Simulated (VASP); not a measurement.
```xyz
2
Lattice="0.0000 3.1525 3.1525 3.1525 0.0000 3.1525 3.1525 3.1525 0.0000" Properties=species:S:1:pos:R:3 pbc="T T T"
Te     3.1525     3.1525     3.1525
Sn     0.0000     0.0000     0.0000
```

Method: PBE GGA with D3 dispersion (Becke-Johnson damping), VASP's PBE PAW potentials (set 64) (plane waves; VASP). Settings: 400 eV cut-off, 8×8×8 Γ-centred mesh, tetrahedra with Blöchl corrections, potentials Te Sn_d.

Q: The job: SnTe (space group Fm-3m), 2 atoms, PBE-D3(BJ), static run, 400 eV, 8×8×8 Γ-centred mesh. Roughly how much core time does it take on a busy server core?

A: About 20 core-seconds (one run on a shared machine, a rough figure). It had 29 irreducible k-points, 14 bands, up to 1158 plane waves and 14 electronic steps.

The structure comes from a measured SnTe entry (Fm-3m) of the Crystallography Open Database, whose conditions weren't checked. It was relaxed first.
